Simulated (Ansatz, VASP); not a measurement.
# Cross-check of Mo2C between VASP and Ansatz

One calculation is typed for both programs; each brings its own data sets. How far apart do they land? The cell is taken from a series of runs on this material, whose earlier steps may have relaxed, scaled, displaced or heated it; both programs get it as it stands.

Calculated with Ansatz 0.2.0; plane waves, with VASP 6.6.1 beside it; PBEsol.

### 1. The structure

The cell holds 3 atoms: 1 C and 2 Mo. Cell: a = 2.989 Å, b = 2.967 Å, c = 28.600 Å, α = 90.0°, β = 90.0°, γ = 120.2°. Vacuum lies along c.

Structure file:

```cif
data_structure
_symmetry_space_group_name_H-M 'P 1'
_symmetry_Int_Tables_number 1
_cell_length_a 2.9895
_cell_length_b 2.9673
_cell_length_c 28.6000
_cell_angle_alpha 90.000
_cell_angle_beta 90.000
_cell_angle_gamma 120.247
_cell_volume 219.17
loop_
_atom_site_label
_atom_site_type_symbol
_atom_site_fract_x
_atom_site_fract_y
_atom_site_fract_z
_atom_site_occupancy
C1 C 0.00000 0.00000 0.34965 1
Mo2 Mo 0.33344 0.66687 0.38997 1
Mo3 Mo 0.66656 0.33313 0.30933 1
```

### 2. VASP: zone-centre phonons, PBEsol

Second derivatives magnify differences that forces hide, and they need a tight electronic threshold.

Lines of VASP's logs that name or quote its potential files are left out, and so is its time.

INCAR

```
SYSTEM = Mo2C
PREC = Accurate
ENCUT = 600
EDIFF = 1E-08
NELM = 120
ISMEAR = 1
SIGMA = 0.2
LREAL = .FALSE.
ALGO = Normal
GGA = PS
NBANDS = 22
LASPH = .TRUE.
LORBIT = 11
LWAVE = .FALSE.
LCHARG = .FALSE.
ISIF = 2
IBRION = 8
GGA_COMPAT = .FALSE.
NELMDL = -8
KPAR = 2
```

POSCAR

```
Mo2C
1.0
    2.9894979163      0.0000000000      0.0000000000
   -1.4947489582      2.5633476634      0.0000000000
    0.0000000000      0.0000000000     28.6000000000
C Mo
1 2
Direct
    0.0000000000      0.0000000000      0.3496503497
    0.3334365493      0.6668730986      0.3899735692
    0.6665634507      0.3331269014      0.3093271302
```

KPOINTS

```
Automatic mesh
0
Gamma
18 18 1
0 0 0
```

Potentials, in the order of the species: C and Mo_sv (PBE family, release 64).

Launch:

```bash
> mpirun -np 2 vasp_std
```

Numbers of over 12 decimals in the logs are rounded to 6 here.

What it wrote:

```text
[banner, memory and clock lines left out]
running    2 mpi-ranks, on    1 nodes
 distrk:  each k-point on    1 cores,    2 groups
 distr:  one band on    1 cores,    1 groups

 POSCAR found type information on POSCAR C Mo
 POSCAR found :  2 types and       3 ions
|                                                                             |
|               ----> ADVICE to this user running VASP <----                  |
|                                                                             |
|     You enforced a specific xc type in the INCAR file but a different       |
|     [... a line on the potential file left out ...]
|     I HOPE YOU KNOW WHAT YOU ARE DOING!                                     |
|                                                                             |

 LDA part: xc-table for (Slater+PW92), standard interpolation
 POSCAR, INCAR and KPOINTS ok, starting setup
 FFT: planning ... GRIDC
 FFT: planning ... GRID_SOFT
 FFT: planning ... GRID
 WAVECAR not read
 entering main loop
       N       E                     dE             d eps       ncg     rms          rms(c)
DAV:   1     0.289032938290E+03    0.28903E+03   -0.19086E+04  5412   0.130E+03
DAV:   2    -0.189822308046E+02   -0.30802E+03   -0.29717E+03  5304   0.335E+02
DAV:   3    -0.353551818778E+02   -0.16373E+02   -0.15528E+02  4998   0.693E+01
DAV:   4    -0.359061326417E+02   -0.55095E+00   -0.54129E+00  5132   0.117E+01
DAV:   5    -0.359226486501E+02   -0.16516E-01   -0.16494E-01  4912   0.176E+00
DAV:   6    -0.359234109172E+02   -0.76227E-03   -0.76216E-03  5520   0.320E-01
DAV:   7    -0.359234182617E+02   -0.73445E-05   -0.73443E-05  4980   0.334E-02
DAV:   8    -0.359234184429E+02   -0.18121E-06   -0.18131E-06  5542   0.461E-03    0.376E+01
DAV:   9    -0.308762479890E+02    0.50472E+01   -0.27236E+01  4328   0.340E+01    0.696E+00
DAV:  10    -0.306997891060E+02    0.17646E+00   -0.12405E+00  4550   0.836E+00    0.483E+00
DAV:  11    -0.306527186595E+02    0.47070E-01   -0.19109E-01  4928   0.249E+00    0.448E-01
DAV:  12    -0.306491830111E+02    0.35356E-02   -0.16047E-02  4798   0.678E-01    0.204E-01
DAV:  13    -0.306489611268E+02    0.22188E-03   -0.19153E-03  5000   0.339E-01    0.804E-02
DAV:  14    -0.306492335268E+02   -0.27240E-03   -0.19003E-04  5216   0.643E-02    0.442E-02
[...]
DAV:  21    -0.306506142113E+02   -0.72030E-05   -0.84310E-08  4600   0.104E-03    0.607E-04
DAV:  22    -0.306506341865E+02   -0.19975E-04   -0.87965E-07  3846   0.159E-03    0.446E-04
DAV:  23    -0.306506405837E+02   -0.63972E-05   -0.25281E-07  4020   0.110E-03    0.420E-04
DAV:  24    -0.306506428469E+02   -0.22631E-05   -0.70717E-08  3986   0.640E-04    0.709E-05
DAV:  25    -0.306506433900E+02   -0.54315E-06   -0.11901E-08  3452   0.230E-04    0.277E-05
DAV:  26    -0.306506435299E+02   -0.13991E-06   -0.23576E-09  3168   0.115E-04    0.125E-05
DAV:  27    -0.306506435581E+02   -0.28170E-07   -0.29764E-10  3024   0.705E-05    0.968E-06
DAV:  28    -0.306506435601E+02   -0.20018E-08    0.33968E-10  2998   0.402E-05
   1 F= -.30650644E+02 E0= -.30650770E+02  d E =0.378201E-03
 Linear response reoptimize wavefunctions to high precision
DAV:   1    -0.306506435590E+02    0.10668E-08    0.41607E-10  2986   0.234E-05
DAV:   2    -0.306506435590E+02   -0.14552E-10    0.44977E-10  2980   0.843E-06
 Linear response DOF=           6
 Linear response progress:
  Degree of freedom:   1/  6
       N       E                     dE             d eps       ncg     rms          rms(c)
RMM:   1    -0.127240516695E+00   -0.12724E+00    0.10672E-02  8677   0.186E+00
RMM:   2    -0.116257760040E+00    0.10983E-01   -0.12216E-02  6147   0.461E-01    0.304E-01
RMM:   3    -0.116622891094E+00   -0.36513E-03   -0.17132E-03  6228   0.190E-01    0.163E-01
RMM:   4    -0.117523858116E+00   -0.90097E-03   -0.81392E-04  6355   0.137E-01    0.200E-02
RMM:   5    -0.117398024154E+00    0.12583E-03   -0.47538E-05  6625   0.376E-02    0.455E-03
RMM:   6    -0.117393252904E+00    0.47712E-05   -0.53193E-06  7411   0.903E-03    0.189E-03
RMM:   7    -0.117386227159E+00    0.70257E-05   -0.36788E-07  6426   0.247E-03    0.399E-04
RMM:   8    -0.117391792323E+00   -0.55652E-05   -0.58301E-08  7177   0.984E-04    0.167E-04
RMM:   9    -0.117392005153E+00   -0.21283E-06    0.33797E-09  7253   0.292E-04    0.212E-05
RMM:  10    -0.117392194482E+00   -0.18933E-06   -0.17886E-09  7008   0.755E-05    0.903E-06
RMM:  11    -0.117392152538E+00    0.41944E-07    0.43050E-10  7252   0.269E-05    0.571E-06
RMM:  12    -0.117392197036E+00   -0.44498E-07   -0.24511E-10  6957   0.109E-05    0.775E-07
RMM:  13    -0.117392188705E+00    0.83310E-08   -0.12003E-10  6334   0.351E-06    0.238E-07
 first order change of Fermi-energy   0.66468E-03
 force on displaced ion       1 direction 1 : -17.078   0.000   0.000
 Linear response progress:
  Degree of freedom:   2/  6
       N       E                     dE             d eps       ncg     rms          rms(c)
RMM:   1    -0.127457282884E+00   -0.12746E+00    0.81861E-03  8652   0.186E+00
RMM:   2    -0.116322596005E+00    0.11135E-01   -0.12460E-02  6162   0.466E-01    0.306E-01
RMM:   3    -0.116684946848E+00   -0.36235E-03   -0.16802E-03  6187   0.188E-01    0.165E-01
RMM:   4    -0.117664626969E+00   -0.97968E-03   -0.88363E-04  6343   0.143E-01    0.546E-02
[...]
first order change of Fermi-energy   0.20544E-02
 force on displaced ion       1 direction 3 :   0.000  -0.409 -18.274
 Linear response progress:
  Degree of freedom:   4/  6
       N       E                     dE             d eps       ncg     rms          rms(c)
RMM:   1    -0.758773354221E+00   -0.75877E+00    0.37367E+00  7401   0.208E+01
RMM:   2    -0.551766518902E+00    0.20701E+00   -0.30688E-01 10453   0.397E+00    0.217E-01
RMM:   3    -0.550574434439E+00    0.11921E-02   -0.11197E-02 14531   0.617E-01    0.127E-01
RMM:   4    -0.549149360980E+00    0.14251E-02   -0.18790E-03 15588   0.230E-01    0.394E-02
RMM:   5    -0.549044533700E+00    0.10483E-03   -0.30672E-04 16678   0.778E-02    0.108E-02
RMM:   6    -0.549112673560E+00   -0.68140E-04   -0.85568E-05 15084   0.317E-02    0.118E-02
RMM:   7    -0.549170888712E+00   -0.58215E-04   -0.31158E-05 14412   0.181E-02    0.302E-03
RMM:   8    -0.549261206717E+00   -0.90318E-04   -0.12817E-05 14003   0.115E-02    0.126E-03
RMM:   9    -0.549263714529E+00   -0.25078E-05   -0.78098E-06 15723   0.494E-03    0.400E-04
RMM:  10    -0.549260653123E+00    0.30614E-05   -0.46430E-06 15269   0.262E-03    0.128E-04
RMM:  11    -0.549259606939E+00    0.10462E-05   -0.34398E-06 15944   0.153E-03    0.935E-05
RMM:  12    -0.549260563519E+00   -0.95658E-06   -0.22782E-06 15160   0.979E-04    0.611E-05
RMM:  13    -0.549262116357E+00   -0.15528E-05   -0.15014E-06 15208   0.659E-04    0.271E-05
RMM:  14    -0.549263006757E+00   -0.89040E-06   -0.10121E-06 15784   0.421E-04    0.851E-06
[...]
RMM:  18    -0.549263424305E+00    0.13769E-06   -0.20060E-07 13569   0.798E-05    0.672E-06
RMM:  19    -0.549263481997E+00   -0.57692E-07   -0.14172E-07 15442   0.519E-05    0.601E-06
RMM:  20    -0.549263470461E+00    0.11536E-07   -0.99738E-08 14116   0.343E-05    0.828E-06
RMM:  21    -0.549263594899E+00   -0.12444E-06   -0.64407E-08 14824   0.313E-05    0.317E-06
RMM:  22    -0.549263579959E+00    0.14939E-07   -0.44947E-08 15308   0.179E-05    0.394E-06
RMM:  23    -0.549263610549E+00   -0.30590E-07   -0.30492E-08 15146   0.138E-05    0.267E-06
RMM:  24    -0.549263622450E+00   -0.11900E-07   -0.21501E-08 14269   0.955E-06    0.229E-06
RMM:  25    -0.549263627269E+00   -0.48194E-08   -0.15493E-08 10743   0.695E-06    0.223E-06
 first order change of Fermi-energy  -0.89724E-03
 force on displaced ion       2 direction 1 :  -8.943   0.028   0.001
 Linear response progress:
  Degree of freedom:   5/  6
       N       E                     dE             d eps       ncg     rms          rms(c)
RMM:   1    -0.757440050886E+00   -0.75744E+00    0.37458E+00  4105   0.208E+01
RMM:   2    -0.550331614569E+00    0.20711E+00   -0.30875E-01  5836   0.399E+00    0.219E-01
RMM:   3    -0.549119721868E+00    0.12119E-02   -0.11313E-02  8021   0.620E-01    0.128E-01
RMM:   4    -0.547715953532E+00    0.14038E-02   -0.18491E-03  8554   0.228E-01    0.430E-02
RMM:   5    -0.547717584114E+00   -0.16306E-05   -0.40483E-04  8230   0.909E-02    0.631E-02
RMM:   6    -0.547621625541E+00    0.95959E-04   -0.14089E-04  7465   0.538E-02    0.691E-03
RMM:   7    -0.547722055596E+00   -0.10043E-03   -0.28504E-05  8253   0.216E-02    0.281E-03
RMM:   8    -0.547757344111E+00   -0.35289E-04   -0.12336E-05  8626   0.780E-03    0.163E-03
RMM:   9    -0.547799617724E+00   -0.42274E-04   -0.63019E-06  7554   0.466E-03    0.392E-04
RMM:  10    -0.547797074439E+00    0.25433E-05   -0.17301E-06  8846   0.210E-03    0.255E-04
RMM:  11    -0.547795465878E+00    0.16086E-05   -0.10217E-06  8547   0.114E-03    0.544E-05
RMM:  12    -0.547795148480E+00    0.31740E-06   -0.61070E-07  9018   0.637E-04    0.417E-05
RMM:  13    -0.547795982645E+00   -0.83416E-06   -0.30414E-07  8218   0.416E-04    0.176E-05
RMM:  14    -0.547796612489E+00   -0.62984E-06   -0.90206E-08  8566   0.270E-04    0.103E-05
RMM:  15    -0.547796522843E+00    0.89646E-07   -0.14484E-07  8217   0.156E-04    0.868E-06
RMM:  16    -0.547796895046E+00   -0.37220E-06   -0.35601E-08  7846   0.116E-04    0.308E-06
RMM:  17    -0.547796900040E+00   -0.49947E-08   -0.19959E-08  9504   0.665E-05    0.184E-06
 first order change of Fermi-energy  -0.16201E-01
 force on displaced ion       2 direction 2 :   0.000  -9.537   0.013
 Linear response progress:
  Degree of freedom:   6/  6
       N       E                     dE             d eps       ncg     rms          rms(c)
RMM:   1    -0.100300787346E+01   -0.10030E+01    0.38420E+00  4151   0.210E+01
RMM:   2    -0.791851370914E+00    0.21116E+00   -0.32917E-01  5809   0.406E+00    0.580E-01
RMM:   3    -0.792134903579E+00   -0.28353E-03   -0.70569E-03  7418   0.568E-01    0.342E-01
RMM:   4    -0.798215979300E+00   -0.60811E-02   -0.97259E-03  7487   0.470E-01    0.539E-01
RMM:   5    -0.790799995724E+00    0.74160E-02   -0.31668E-03  6210   0.285E-01    0.540E-02
RMM:   6    -0.790832106857E+00   -0.32111E-04   -0.39299E-04  7582   0.870E-02    0.149E-02
RMM:   7    -0.790882379856E+00   -0.50273E-04   -0.58953E-05  8227   0.283E-02    0.681E-03
RMM:   8    -0.790926268114E+00   -0.43888E-04   -0.52403E-06  8091   0.119E-02    0.231E-03
RMM:   9    -0.790944499989E+00   -0.18232E-04   -0.42944E-06  8515   0.594E-03    0.860E-04
RMM:  10    -0.790940589103E+00    0.39109E-05   -0.17493E-06  8068   0.240E-03    0.430E-04
RMM:  11    -0.790939689422E+00    0.89968E-06   -0.22324E-06  8194   0.123E-03    0.129E-04
RMM:  12    -0.790940592190E+00   -0.90277E-06   -0.16832E-06  7891   0.774E-04    0.130E-04
RMM:  13    -0.790940117848E+00    0.47434E-06   -0.95468E-07  7751   0.456E-04    0.509E-05
RMM:  14    -0.790940880551E+00   -0.76270E-06   -0.97845E-07  7980   0.349E-04    0.387E-05
RMM:  15    -0.790941217769E+00   -0.33722E-06   -0.58100E-07  8711   0.200E-04    0.235E-05
RMM:  16    -0.790941186655E+00    0.31114E-07   -0.32856E-07  8248   0.113E-04    0.910E-06
RMM:  17    -0.790941246853E+00   -0.60198E-07   -0.22029E-07  8279   0.788E-05    0.719E-06
RMM:  18    -0.790941299118E+00   -0.52265E-07   -0.13563E-07  8075   0.540E-05    0.276E-06
RMM:  19    -0.790941318819E+00   -0.19701E-07   -0.10489E-07  8032   0.371E-05    0.284E-06
RMM:  20    -0.790941346708E+00   -0.27889E-07   -0.60522E-08  7689   0.270E-05    0.792E-07
RMM:  21    -0.790941355870E+00   -0.91627E-08   -0.41339E-08  7345   0.149E-05    0.671E-07
 first order change of Fermi-energy  -0.76979E+00
 force on displaced ion       2 direction 3 :  -0.000   0.038 -14.117
 Linear response finished
```

From OUTCAR (step 2):

```text
ion  position               nearest neighbor table
   1  0.000  0.000  0.350-   3 2.06   2 2.06   3 2.07   2 2.07   3 2.07   2 2.07
   2  0.333  0.667  0.390-   1 2.06   1 2.07   1 2.07   3 2.87   3 2.88   3 2.88
   3  0.667  0.333  0.309-   1 2.06   1 2.07   1 2.07   2 2.87   2 2.88   2 2.88

  LATTYP: Found a base centered orthorhombic cell.
 ALAT       =     2.9894979163
 B/A-ratio  =     1.7149017896
 C/A-ratio  =     9.5668238616

 Subroutine GETGRP returns: Found  4 space group operations
 (whereof  2 operations were pure point group operations)

The static configuration has the point symmetry C_1h.
 The point group associated with its full space group is C_2h.

 Found     91 irreducible k-points:

   k-points           NKPTS =     91   k-points in BZ     NKDIM =     91   number of bands    NBANDS=     22

   dimension x,y,z NGX =    24 NGY =   24 NGZ =  240
   dimension x,y,z NGXF=    48 NGYF=   48 NGZF=  480

   ENCUT  =  600.0 eV  44.10 Ry    6.64 a.u.   5.97  5.93 57.12*2*pi/ulx,y,z

   NELECT =      32.0000    total number of electrons

 k-points in reciprocal lattice and weights: Automatic mesh
   0.00000000  0.00000000  0.00000000       0.003
   0.05555556 -0.00000000  0.00000000       0.012
   0.11111111 -0.00000000  0.00000000       0.012
   0.16666667 -0.00000000  0.00000000       0.012
   0.22222222 -0.00000000  0.00000000       0.012
   0.27777778 -0.00000000  0.00000000       0.012
   0.33333333 -0.00000000  0.00000000       0.012
   0.38888889 -0.00000000  0.00000000       0.012
   0.44444444 -0.00000000  0.00000000       0.012
[...]
0.11111111  0.44444444  0.00000000       0.006
   0.00000000  0.50000000  0.00000000       0.003

 average (electrostatic) potential at core
       1 -57.7913       2 -83.7508       3 -83.7508

  Total       -0.5399647      0.2378460      0.0376719     -0.0000000     -0.0033322      0.0000000
  in kB       -3.9473368      1.7387396      0.2753950     -0.0000000     -0.0243598      0.0000000
  external PRESSURE =      -0.6444007 kB  Pullay stress =       0.0000000 kB

  energy-cutoff  :      600.00
  volume of cell :      219.17
      direct lattice vectors                 reciprocal lattice vectors
     2.989497916  0.000000000  0.000000000     0.334504331  0.195057427  0.000000000
    -1.494748958  2.563347663  0.000000000     0.000000000  0.390114854  0.000000000
     0.000000000  0.000000000 28.600000000     0.000000000  0.000000000  0.034965035

 POSITION                                       TOTAL-FORCE (eV/Angst)
 -----------------------------------------------------------------------------------
      0.00000      0.00000     10.00000         0.000000      0.000000      0.000000
     -0.00000      1.70943     11.15324         0.000000     -0.001492      0.035742
      1.49475      0.85392      8.84676        -0.000000      0.001492     -0.035742
 -----------------------------------------------------------------------------------
    total drift:                               -0.000000      0.000000      0.000066

 Eigenvectors and eigenvalues of the dynamical matrix
 ----------------------------------------------------

   1 f  =   20.027048 THz   125.833653 2PiTHz  668.030413 cm-1    82.825178 meV
             X         Y         Z           dx          dy          dz
      0.000000  0.000000 10.000000    -0.000000    0.541808    0.804701
     -0.000000  1.709428 11.153244     0.000000   -0.095853   -0.142346
      1.494749  0.853920  8.846756     0.000000   -0.095853   -0.142346

   2 f  =   19.546385 THz   122.813561 2PiTHz  651.997231 cm-1    80.837318 meV
             X         Y         Z           dx          dy          dz
      0.000000  0.000000 10.000000    -0.000000    0.804692   -0.541724
     -0.000000  1.709428 11.153244     0.000000   -0.142373    0.096091
      1.494749  0.853920  8.846756     0.000000   -0.142373    0.096091

   3 f  =   19.216848 THz   120.743019 2PiTHz  641.005062 cm-1    79.474463 meV
             X         Y         Z           dx          dy          dz
      0.000000  0.000000 10.000000    -0.970072   -0.000000    0.000000
     -0.000000  1.709428 11.153244     0.171699    0.000000   -0.000000
      1.494749  0.853920  8.846756     0.171699    0.000000   -0.000000

   4 f  =    6.973641 THz    43.816681 2PiTHz  232.615639 cm-1    28.840651 meV
             X         Y         Z           dx          dy          dz
      0.000000  0.000000 10.000000     0.000000   -0.000000   -0.000000
     -0.000000  1.709428 11.153244     0.000000   -0.019133    0.706848
      1.494749  0.853920  8.846756    -0.000000    0.019133   -0.706848

   5 f  =    5.071003 THz    31.862051 2PiTHz  169.150449 cm-1    20.971973 meV
             X         Y         Z           dx          dy          dz
      0.000000  0.000000 10.000000     0.000000   -0.000000   -0.000000
     -0.000000  1.709428 11.153244    -0.000000    0.706848    0.019133
      1.494749  0.853920  8.846756     0.000000   -0.706848   -0.019133

   6 f  =    4.877721 THz    30.647625 2PiTHz  162.703258 cm-1    20.172624 meV
             X         Y         Z           dx          dy          dz
      0.000000  0.000000 10.000000    -0.000000    0.000000   -0.000000
     -0.000000  1.709428 11.153244     0.707107    0.000000    0.000000
      1.494749  0.853920  8.846756    -0.707107   -0.000000   -0.000000

   7 f/i=    0.000011 THz     0.000071 2PiTHz    0.000378 cm-1     0.000047 meV
             X         Y         Z           dx          dy          dz
      0.000000  0.000000 10.000000     0.000000   -0.242429   -0.011704
     -0.000000  1.709428 11.153244     0.000000   -0.685165   -0.033080
      1.494749  0.853920  8.846756     0.000000   -0.685165   -0.033080

   8 f/i=    0.002125 THz     0.013353 2PiTHz    0.070890 cm-1     0.008789 meV
             X         Y         Z           dx          dy          dz
      0.000000  0.000000 10.000000     0.242819    0.000000    0.000000
     -0.000000  1.709428 11.153244     0.685944    0.000000    0.000000
      1.494749  0.853920  8.846756     0.685944    0.000000    0.000000

   9 f/i=    0.006814 THz     0.042814 2PiTHz    0.227295 cm-1     0.028181 meV
             X         Y         Z           dx          dy          dz
      0.000000  0.000000 10.000000     0.000000    0.011997   -0.242600
     -0.000000  1.709428 11.153244     0.000000    0.033029   -0.685135
      1.494749  0.853920  8.846756     0.000000    0.033029   -0.685135

 ELASTIC MODULI CONTR FROM IONIC RELAXATION (kBar)
 Direction    XX          YY          ZZ          XY          YZ          ZX
 --------------------------------------------------------------------------------
 XX        -403.4924   -400.4152   -386.1364      0.0000     -4.1835      0.0000
 YY        -400.4152   -397.3765   -383.0977      0.0000     -5.4946      0.0000
 ZZ        -386.1364   -383.0977   -370.1101      0.0000      4.3428     -0.0000
 XY           0.0000      0.0000      0.0000     -0.9143      0.0000    -12.0919
 YZ          -4.1835     -5.4946      4.3428      0.0000   -119.4998      0.0000
 ZX           0.0000      0.0000     -0.0000    -12.0919      0.0000   -159.9195
 --------------------------------------------------------------------------------
```

(Continued in part 2 of 2.)

[Lines on the potential files, build, host, timing and source positions are cut from VASP's logs without a mark.]

[Logs are printed without paths, hosts, clocks, repeated set-up lines and the standing remarks that a program may print on its own settings, such as how far it seeks lower states.]

[Hosts, paths, dates, database ids (printed as entryN), source tags and the programs' standing remarks are cut or masked in the printed files.]
